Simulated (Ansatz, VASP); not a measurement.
# Cross-check of Al2Te3 (Al2Te3 (P2_1/c)) between VASP and Ansatz

One calculation is typed for both programs; each brings its own data sets. How far apart do they land? The structure shown is the start of the Ansatz relaxation below; VASP solves that cell, so the two are compared at the walk's first step.

Method: plane waves, with VASP 6.6.1 beside it; single point at PBEsol, in Ansatz 0.2.0.

## Step 1: Set-up

It takes space group P2_1/c (No. 14, monoclinic). Conventional cell: a = 7.248 Å, b = 13.038 Å, c = 14.774 Å, α = 90.00°, β = 90.23°, γ = 90.00°. Nearest to Al lie 4 Te at 2.55 to 2.69 Å. Al has 4 Te at 2.57 to 2.68 Å nearest. Nearest to Al lie 4 Te at 2.56 to 2.69 Å. Nearest to Te lie 3 Al at 2.65 to 2.69 Å. Nearest to Te lie 2 Al at 2.55 to 2.57 Å. Farther neighbours and most contacts between anions are not listed.

## Step 2: Ansatz: relaxation, PBEsol

Ansatz runs on its PAW soft_1 files.

The two programs are compared at the cell with which this relaxation starts, whose forces are those of its first step.

input.yaml

```yaml
crystal:
  lattice:
    - [7.2479731, 0.0, 0.0]
    - [0.0, 13.0384724, 0.0]
    - [-0.0593574, 0.0, 14.7741447]
  atoms:
    - { symbol: Al, position: [0.58056369, 0.74919516, 0.30814837] }
    - { symbol: Al, position: [0.41943631, 0.24919516, 0.19185163] }
    - { symbol: Al, position: [0.41943631, 0.25080484, 0.69185163] }
    - { symbol: Al, position: [0.58056369, 0.75080484, 0.80814837] }
    - { symbol: Al, position: [0.07030404, 0.90703012, 0.31994333] }
    - { symbol: Al, position: [0.92969596, 0.40703012, 0.18005667] }
    - { symbol: Al, position: [0.92969596, 0.09296988, 0.68005667] }
    - { symbol: Al, position: [0.07030404, 0.59296988, 0.81994333] }
    - { symbol: Al, position: [0.07864452, 0.59093692, 0.30309933] }
    - { symbol: Al, position: [0.92135548, 0.09093692, 0.19690067] }
    - { symbol: Al, position: [0.92135548, 0.40906308, 0.69690067] }
    - { symbol: Al, position: [0.07864452, 0.90906308, 0.80309933] }
    - { symbol: Al, position: [0.430499, 0.93163258, 0.18591204] }
    - { symbol: Al, position: [0.569501, 0.43163258, 0.31408796] }
    - { symbol: Al, position: [0.569501, 0.06836742, 0.81408796] }
    - { symbol: Al, position: [0.430499, 0.56836742, 0.68591204] }
    - { symbol: Te, position: [0.9111195, 0.74297006, 0.39131445] }
    - { symbol: Te, position: [0.0888805, 0.24297006, 0.10868555] }
    - { symbol: Te, position: [0.0888805, 0.25702994, 0.60868555] }
    - { symbol: Te, position: [0.9111195, 0.75702994, 0.89131445] }
    - { symbol: Te, position: [0.57903236, 0.76208192, 0.1356743] }
    - { symbol: Te, position: [0.42096764, 0.26208192, 0.3643257] }
    - { symbol: Te, position: [0.42096764, 0.23791808, 0.8643257] }
    - { symbol: Te, position: [0.57903236, 0.73791808, 0.6356743] }
    - { symbol: Te, position: [0.07548748, 0.9171398, 0.13896372] }
    - { symbol: Te, position: [0.92451252, 0.4171398, 0.36103628] }
    - { symbol: Te, position: [0.92451252, 0.0828602, 0.86103628] }
    - { symbol: Te, position: [0.07548748, 0.5828602, 0.63896372] }
    - { symbol: Te, position: [0.08130317, 0.57623875, 0.13052438] }
    - { symbol: Te, position: [0.91869683, 0.07623875, 0.36947562] }
    - { symbol: Te, position: [0.91869683, 0.42376125, 0.86947562] }
    - { symbol: Te, position: [0.08130317, 0.92376125, 0.63052438] }
    - { symbol: Te, position: [0.40742389, 0.59356082, 0.38853407] }
    - { symbol: Te, position: [0.59257611, 0.09356082, 0.11146593] }
    - { symbol: Te, position: [0.59257611, 0.40643918, 0.61146593] }
    - { symbol: Te, position: [0.40742389, 0.90643918, 0.88853407] }
    - { symbol: Te, position: [0.4251249, 0.92220868, 0.36702457] }
    - { symbol: Te, position: [0.5748751, 0.42220868, 0.13297543] }
    - { symbol: Te, position: [0.5748751, 0.07779132, 0.63297543] }
    - { symbol: Te, position: [0.4251249, 0.57779132, 0.86702457] }
basis:
  ecutwfc: 420
  xc_grid: 2
hamiltonian:
  xc: pbesol
  pseudopotentials: { kind: paw, azcp: { folder: soft_1 }, xc_functional: pbe }
kpoints:
  mp_grid: { grid: [4, 2, 2] }
scf:
  occupations: { method: fermi_dirac, width: 0.01 }
  max_iter: 150
output:
  forces: true
  stress: true
relax:
  f_tol: 0.01
  max_steps: 60
  cell: {}
checkpoint:
  write: "../pbesol.run"
  compress: false
  write_wavefunctions: false
  write_every: 100000
```

Started as:

```console
ansatz run input.yaml --threads 4 --pin off --max-ram 6594MiB --backend cpu --events-out ev --progress --plain --runs-dir out
```

Numbers of over 12 decimals in the logs are rounded to 6 here.

The program printed:

```text
Engine: ansatz 0.2.0, aarch64-unknown-linux-gnu
Pseudopotentials: kind: paw
Pseudopotential: Al, paw, valence charge 3, recommended cutoff 420 eV (normal), soft_1/Al.paw.azcp
Pseudopotential: Te, paw, valence charge 16, recommended cutoff 420 eV (normal), soft_1/Te.paw.azcp
Functional definition: PBEsol
  exchange = pbesol_x
  correlation = pbesol_c
Crystal: 40 atoms, lattice volume = 1396.194 Å³
Basis set: ecut = 420 eV, 27225 PW (Γ), exchange–correlation on 100×180×200 points (8 copies of the dense FFT grid, shifted against one another)
Bands: 260, of which v1, the nominal top of the filled ones, is band 216 counted from 1 (215 counted from 0)
Symmetry: 4 space group operations
Space group: P21/c (ITA 14), of the structure as read, at distance tolerance 1.1e-4 Å
k-points: 12 of 16
Non-local potential: Al, projectors of the file, l = 0: 2, l = 1: 2, l = 2: 1
Non-local potential: Te, projectors of the file, l = 0: 2, l = 1: 2, l = 2: 2, l = 3: 1
PAW form: soft (Blöchl's): semilocal exchange-correlation on the pseudo side does not see the compensation charge
PAW frozen core: Al, regenerated for the run's functional, and the local potential with it (the file was generated under x = pbe(κ = 0.804, μ = 0.219515), c = pbe(β = 0.066725))
PAW frozen core: Te, regenerated for the run's functional, and the local potential with it (the file was generated under x = pbe(κ = 0.804, μ = 0.219515), c = pbe(β = 0.066725))
PAW one-centre angular grid: Al, 110 points (default); XC on 64 Gauss nodes
PAW one-centre angular grid: Te, 590 points (default); XC on 64 Gauss nodes
Initial density: superposition of atomic densities (chi_scale 0.1, normalization cell, long waves kept (reshape's long-wave potential 0.06 eV rms))
Initial wavefunctions: pseudopotential atomic-orbital guess
Functional: x = pbesol(κ = 0.804, μ = 0.123457), c = pbesol(β = 0.046)
SCF iter   1: F=—  HF=-174049.554998 eV  |F-HF|=—  |Δ(HF+E_count)|=         —  Δρ=2.31e-2  dr2=1.31e1  ethr=3.10e-3  ⟨swp⟩=6.0  Hψ=11885  notcnv=0  defer=206
preconditioner: auto → Resta (q_TF=auto, 2.244 Å⁻¹)  ε∞=3.9  [insulator: Δε(μ)=2.026 eV  Ē_g=8.074 eV  σ=0.010 eV  W_gap=1.00  n_scr=270 (ndim 8)  ℏωp=13.8 eV  f_vac=0.038  D(μ)=0.00/eV (n_scr^D=0)  ε∞_Penn≈3.9]
SCF iter   2: F=—  HF=-174047.059896 eV  |F-HF|=—  |Δ(HF+E_count)|=    2.50e0  Δρ=1.32e-2  dr2=3.31e0  ethr=3.04e-3  ⟨swp⟩=2.9  Hψ=3762  notcnv=0  defer=434
SCF iter   3: F=—  HF=-174046.301384 eV  |F-HF|=—  |Δ(HF+E_count)|=   7.59e-1  Δρ=2.25e-3  dr2=8.80e-2  ethr=7.65e-4  ⟨swp⟩=3.0  Hψ=3860  notcnv=0  defer=434
SCF iter   4: F=—  HF=-174046.319186 eV  |F-HF|=—  |Δ(HF+E_count)|=   1.78e-2  Δρ=6.20e-4  dr2=8.51e-3  ethr=2.04e-5  ⟨swp⟩=2.8  Hψ=4014  notcnv=0  defer=434
SCF iter   5: F=—  HF=-174046.327407 eV  |F-HF|=—  |Δ(HF+E_count)|=   8.22e-3  Δρ=1.64e-4  dr2=7.71e-4  ethr=1.97e-6  ⟨swp⟩=2.2  Hψ=3686  notcnv=0  defer=434
SCF iter   6: F=—  HF=-174046.328495 eV  |F-HF|=—  |Δ(HF+E_count)|=   1.09e-3  Δρ=6.41e-5  dr2=1.37e-4  ethr=1.79e-7  ⟨swp⟩=2.0  Hψ=4376  notcnv=0  defer=434
SCF iter   7: F=—  HF=-174046.328627 eV  |F-HF|=—  |Δ(HF+E_count)|=   1.32e-4  Δρ=2.07e-5  dr2=1.45e-5  ethr=3.18e-8  ⟨swp⟩=2.0  Hψ=4318  notcnv=0  defer=434
SCF iter   8: F=—  HF=-174046.327965 eV  |F-HF|=—  |Δ(HF+E_count)|=   6.62e-4  Δρ=6.06e-6  dr2=1.11e-6  ethr=3.36e-9  ⟨swp⟩=2.0  Hψ=4272  notcnv=0  defer=434
SCF iter   9: F=—  HF=-174046.327967 eV  |F-HF|=—  |Δ(HF+E_count)|=   2.65e-6  Δρ=2.47e-6  dr2=1.54e-7  ethr=2.57e-10  ⟨swp⟩=2.0  Hψ=4222  notcnv=0  defer=434
SCF iter  10: F=-174046.327968 eV  HF=-174046.327968 eV  |F-HF|=6.05e-9  |Δ(HF+E_count)|=   2.34e-7  Δρ=1.03e-6  dr2=3.04e-8  ethr=2.31e-11  ⟨swp⟩=4.0  Hψ=9504  notcnv=0
SCF 1 converged in 10 iterations: F = -174046.327968 eV  dr2 = 3.04e-8
  greatest PAW one-centre occupation: 0.998 electrons in one spin orbital (limit 2), on the Te atom at site 39 (counted from 0), in its partial waves of l = 2
relax step   1: F+E_penalty+E_count = -174046.32796768 eV  Δ(F+E_penalty+E_count) = +0.000e0 eV  max|allowed force component| = 6.749e-2 eV/Å  Δτ_max = 0.0000 Å  P = -0.516 GPa  Ω = 1396.194 Å³  (10 SCF iters, dr2 threshold 1.00e-7 eV, accepted)
Crystal: 40 atoms, lattice volume = 1276.752 Å³
Basis set: ecut = 420 eV, 24979 PW (Γ), exchange–correlation on 100×180×200 points (8 copies of the dense FFT grid, shifted against one another)
Initial density: handed on by an earlier stage of this run
Initial wavefunctions: those handed on with the density
iter 1 solved again at ethr=6.85e-5 eV; its pass at ethr=3.10e-3 eV (dr2=2.96e-1 eV) is discarded
SCF iter   1: F=—  HF=-174046.394756 eV  |F-HF|=—  |Δ(HF+E_count)|=         —  Δρ=5.24e-3  dr2=2.98e-1  ethr=6.85e-5  ⟨swp⟩=6.8  Hψ=16809  notcnv=0
[...]
preconditioner: auto → Resta (q_TF=auto, 2.269 Å⁻¹)  ε∞=4.2  [insulator: Δε(μ)=1.693 eV  Ē_g=8.016 eV  σ=0.010 eV  W_gap=1.00  n_scr=266 (ndim 8)  ℏωp=14.2 eV  f_vac=0.036  D(μ)=0.00/eV (n_scr^D=0)  ε∞_Penn≈4.2]
SCF iter   2: F=—  HF=-174046.543738 eV  |F-HF|=—  |Δ(HF+E_count)|=   3.17e-4  Δρ=3.00e-5  dr2=2.57e-6  ethr=3.63e-9  ⟨swp⟩=2.7  Hψ=5800  notcnv=0
SCF iter   3: F=—  HF=-174046.543742 eV  |F-HF|=—  |Δ(HF+E_count)|=   3.43e-6  Δρ=6.66e-6  dr2=1.11e-7  ethr=5.95e-10  ⟨swp⟩=2.7  Hψ=5544  notcnv=0
[...]
SCF converged after 5 iterations
Free energy (F): -174046.543742 eV
Harris-Foulkes:  -174046.543742 eV  (|F-HF|=1.75e-10)
Internal energy: -174046.543742 eV  (E = F + TS)
E sigma→0 (E₀):  -174046.543742 eV
Fermi energy:    6.512552 eV
--- Per-component energies (eV) ---
  E_band       = -7128.197996
  E_kinetic    = 4497.824570
  E_local      = -45985.730999  (includes V_loc(G=0)·N_el)
  E_nonlocal   = 1818.057705
  E_hartree    = 22530.120097
  E_xc         = -3498.293612
  E_vxc        = -2894.293728  (∫ρ·V_xc dr)
  E_paw        = -117584.916763  (= ΣΔE_a)
  E_vpaw       = -9624.298635  (= ΣTr[D̂ρ^β])
  E_aug_tail   = 0.001966  (compensation charges beyond the density's cutoff)
  E_ewald      = -35832.908402
  E_core_change = 9.301695  (= ΣΔE_core)
  E_smearing   = -0.000000  (= −TS)
  E_closure    = 0.000000  (closes the sum)
  Σ components = -174046.543742   (vs F -174046.543742, Δ=0.00e0)
--- Forces (eV/Å), atoms counted from 1 ---
  atom   1  Al    -0.00048038     0.00062206    -0.00277962
  atom   2  Al     0.00048038     0.00062206     0.00277962
  atom   3  Al     0.00048038    -0.00062206     0.00277962
  atom   4  Al    -0.00048038    -0.00062206    -0.00277962
  atom   5  Al     0.00001769     0.00224841    -0.00367299
  atom   6  Al    -0.00001769     0.00224841     0.00367299
  atom   7  Al    -0.00001769    -0.00224841     0.00367299
  atom   8  Al     0.00001769    -0.00224841    -0.00367299
  atom   9  Al     0.00209453    -0.00267387    -0.00064287
  atom  10  Al    -0.00209453    -0.00267387     0.00064287
  atom  11  Al    -0.00209453     0.00267387     0.00064287
  atom  12  Al     0.00209453     0.00267387    -0.00064287
  atom  13  Al     0.00008962    -0.00217400     0.00064078
  atom  14  Al    -0.00008962    -0.00217400    -0.00064078
  atom  15  Al    -0.00008962     0.00217400    -0.00064078
  atom  16  Al     0.00008962     0.00217400     0.00064078
  atom  17  Te     0.00062154     0.00085430    -0.00000228
  atom  18  Te    -0.00062154     0.00085430     0.00000228
  atom  19  Te    -0.00062154    -0.00085430     0.00000228
  atom  20  Te     0.00062154    -0.00085430    -0.00000228
  atom  21  Te     0.00108599    -0.00061359     0.00369930
  atom  22  Te    -0.00108599    -0.00061359    -0.00369930
  atom  23  Te    -0.00108599     0.00061359    -0.00369930
  atom  24  Te     0.00108599     0.00061359     0.00369930
[...]
atom  33  Te    -0.00054669     0.00175122    -0.00000133
  atom  34  Te     0.00054669     0.00175122     0.00000133
  atom  35  Te     0.00054669    -0.00175122     0.00000133
  atom  36  Te    -0.00054669    -0.00175122    -0.00000133
  atom  37  Te    -0.00206374     0.00011468    -0.00248075
  atom  38  Te     0.00206374     0.00011468     0.00248075
  atom  39  Te     0.00206374    -0.00011468     0.00248075
  atom  40  Te    -0.00206374    -0.00011468    -0.00248075
  max |Σ_I F_I| component: 1.73e-18 eV/Å
--- Stress (GPa, compression-positive) ---
        0.003217       0.000000      -0.000634
        0.000000      -0.015712       0.000000
       -0.000631       0.000000      -0.014110
  P = ⅓ Tr σ = -0.0089 GPa (-0.089 kbar)
--- Relaxed structure (7 steps of the walk, 6 accepted, 1 SCFs on fresh bases) ---
  F+E_penalty+E_count = -174046.54374214 eV   max|allowed force component| = 3.699e-3 eV/Å   (the final SCF, on the basis selected at the relaxed cell)
  cell:  # Å, volume = 1305.5362 Å³
    - [7.159861, 0, 0.034154]
    - [0, 12.772613, 0]
    - [0.010982, 0, 14.275987]
  atoms:
    - { symbol: Al, position: [0.582363, 0.752195, 0.312371] }
    - { symbol: Al, position: [0.417637, 0.252195, 0.187629] }
    - { symbol: Al, position: [0.417637, 0.247805, 0.687629] }
    - { symbol: Al, position: [0.582363, 0.747805, 0.812371] }
    - { symbol: Al, position: [0.069892, 0.908758, 0.323614] }
    - { symbol: Al, position: [0.930108, 0.408758, 0.176386] }
    - { symbol: Al, position: [0.930108, 0.091242, 0.676386] }
    - { symbol: Al, position: [0.069892, 0.591242, 0.823614] }
    - { symbol: Al, position: [0.080625, 0.591589, 0.306546] }
    - { symbol: Al, position: [0.919375, 0.091589, 0.193454] }
    - { symbol: Al, position: [0.919375, 0.408411, 0.693454] }
    - { symbol: Al, position: [0.080625, 0.908411, 0.806546] }
    - { symbol: Al, position: [0.430225, 0.933186, 0.182194] }
    - { symbol: Al, position: [0.569775, 0.433186, 0.317806] }
    - { symbol: Al, position: [0.569775, 0.066814, 0.817806] }
    - { symbol: Al, position: [0.430225, 0.566814, 0.682194] }
    - { symbol: Te, position: [0.909803, 0.743390, 0.401384] }
    - { symbol: Te, position: [0.090197, 0.243390, 0.098616] }
    - { symbol: Te, position: [0.090197, 0.256610, 0.598616] }
    - { symbol: Te, position: [0.909803, 0.756610, 0.901384] }
    - { symbol: Te, position: [0.586479, 0.759705, 0.133547] }
    - { symbol: Te, position: [0.413521, 0.259705, 0.366453] }
    - { symbol: Te, position: [0.413521, 0.240295, 0.866453] }
    - { symbol: Te, position: [0.586479, 0.740295, 0.633547] }
    - { symbol: Te, position: [0.072217, 0.912272, 0.136337] }
    - { symbol: Te, position: [0.927783, 0.412272, 0.363663] }
    - { symbol: Te, position: [0.927783, 0.087728, 0.863663] }
    - { symbol: Te, position: [0.072217, 0.587728, 0.636337] }
    - { symbol: Te, position: [0.089989, 0.581301, 0.127586] }
    - { symbol: Te, position: [0.910011, 0.081301, 0.372414] }
    - { symbol: Te, position: [0.910011, 0.418699, 0.872414] }
    - { symbol: Te, position: [0.089989, 0.918699, 0.627586] }
    - { symbol: Te, position: [0.405958, 0.596164, 0.398667] }
    - { symbol: Te, position: [0.594042, 0.096164, 0.101333] }
    - { symbol: Te, position: [0.594042, 0.403836, 0.601333] }
    - { symbol: Te, position: [0.405958, 0.903836, 0.898667] }
    - { symbol: Te, position: [0.427742, 0.930787, 0.369734] }
    - { symbol: Te, position: [0.572258, 0.430787, 0.130266] }
    - { symbol: Te, position: [0.572258, 0.069213, 0.630266] }
    - { symbol: Te, position: [0.427742, 0.569213, 0.869734] }
```

[end of part 1 of 2]

[Lines on the potential files, build, host, timing and source positions are cut from VASP's logs without a mark.]

[Logs are printed without paths, hosts, clocks, repeated set-up lines and the standing remarks that a program may print on its own settings, such as how far it seeks lower states.]

[Hosts, paths, dates, database ids (printed as entryN), source tags and the programs' standing remarks are cut or masked in the printed files.]
